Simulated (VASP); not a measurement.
An input for Quantum ESPRESSO's pw.x (written as the equivalent of a VASP run, and not itself run):

```
&CONTROL
  calculation = 'vc-relax'
  pseudo_dir = './pseudo'
  outdir = './out'
  tprnfor = .true.
  tstress = .true.
  nstep = 40
  forc_conv_thr = 0.00039
/
&SYSTEM
  ibrav = 0
  nat = 2
  ntyp = 2
  ecutwfc = 62
  occupations = 'smearing'
  smearing = 'gaussian'
  degauss = 0.003675
  input_dft = 'pbesol'
/
&ELECTRONS
  conv_thr = 7.3e-09
  electron_maxstep = 100
/
&IONS
/
&CELL
  press = 200
/
ATOMIC_SPECIES
  Tl 204.380 Tl.upf
  Br 79.904 Br.upf
CELL_PARAMETERS angstrom
     3.9104678   -0.0000000   -0.0000000
    -0.0000000    3.9104678   -0.0000000
     0.0000000   -0.0000000    3.9104678
ATOMIC_POSITIONS crystal
  Tl   0.0000000  0.0000000  0.0000000
  Br   0.5000000  0.5000000  0.5000000
K_POINTS automatic
  6 6 6 0 0 0
```

Q: Write the VASP files for the same calculation (PBEsol).

A: This is not unique; one that fits is 
### POSCAR
```
TlBr
1
    3.9104678260    -0.0000000000    -0.0000000000
   -0.0000000000     3.9104678260    -0.0000000000
    0.0000000000    -0.0000000000     3.9104678260
Tl Br
1 1
Direct
  0.0000000000   0.0000000000   0.0000000000
  0.5000000000   0.5000000000   0.5000000000
```

**KPOINTS**
```
Automatic mesh
0
Gamma
6 6 6
0 0 0
```

INCAR:
```
SYSTEM = TlBr
PREC = Accurate
ENCUT = 480
EDIFF = 1E-7
NELM = 100
ALGO = Normal
LREAL = .FALSE.
LASPH = .TRUE.
ISMEAR = 0
SIGMA = 0.05
GGA = PS
LMAXMIX = 4
LWAVE = .FALSE.
LCHARG = .FALSE.
ISIF = 3
IBRION = 2
NSW = 40
EDIFFG = -0.01
PSTRESS = 200
```

POTCAR, in this order: Tl_d Br (PBE.64 set). Program: vasp_std.

Limits of the translation: the potentials are each code's own (VASP's PAW set, PseudoDojo norm-conserving files in pw.x), so ENCUT and ecutwfc are chosen apart and not converted; conv_thr bounds pw.x's estimated SCF error, while EDIFF bounds the energy change between steps; forc_conv_thr acts on force components and is met together with etot_conv_thr.

The compound is TlBr in the CsCl type structure. This run relaxes it under an external pressure of 20 GPa. Symmetry was kept, so distortions that lower it aren't found.
